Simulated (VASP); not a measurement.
A VASP calculation is set up with these files.

File POSCAR:
```
AlN
1.0
  0.0000000000   2.0730640957   2.0730640957
  2.0730640957   0.0000000000   2.0730640957
  2.0730640957   2.0730640957   0.0000000000
Al N
1 1
Cart
  0.0000000000   0.0000000000   0.0000000000
  1.0365320478   1.0365320478   1.0365320478
```

### INCAR
```
# general
SYSTEM  = AlN
PREC    = Accurate
ENCUT   = 620
LREAL   = F
LASPH   = T

# electronic loop
EDIFF   = 1E-6
NELM    = 100
ALGO    = Normal

# smearing
ISMEAR  = 0
SIGMA   = 0.05

# functional
GGA     = PS

# ions
IBRION  = 2
NSW     = 40
ISIF    = 3
EDIFFG  = -0.02
PSTRESS = 450

# output
LWAVE   = F
LCHARG  = F
```

KPOINTS:
```
Automatic mesh
0
Gamma
11 11 11
0 0 0
```

POTCAR, in this order: Al N (PBE.64 set). Program: vasp_std.

Q: Translate this PBEsol calculation to Ansatz.

A: One equivalent input (not run):
Ansatz 0.2 input:
```yaml
crystal:
  lattice:
    - [0.0000000, 2.0730641, 2.0730641]
    - [2.0730641, 0.0000000, 2.0730641]
    - [2.0730641, 2.0730641, 0.0000000]
  atoms:
    - { symbol: Al, position: [0.0000000, 0.0000000, 0.0000000] }
    - { symbol: N, position: [0.2500000, 0.2500000, 0.2500000] }
kpoints:
  mp_grid: { grid: [11, 11, 11] }
hamiltonian:
  xc: pbesol
  pseudopotentials: { kind: paw }
scf:
  occupations: { method: gaussian, width: 0.05 }
  max_iter: 100
relax:
  max_steps: 40
  f_tol: 0.02
  cell: { p_target: 45 }
output: { forces: true, stress: true, eigenvalues: true }
```
The two are equivalent in intent, not identical: each code has its own PAW files, so the cut-off isn't converted (ENCUT is set for VASP's; basis.ecutwfc is left out, and Ansatz then takes the one that its files recommend); Ansatz stops its SCF on the density residual and VASP on the energy change (EDIFF).

The compound is AlN in the zinc blende structure, a metastable form; wurtzite is the usual one. It was relaxed first under an external pressure of 45 GPa.
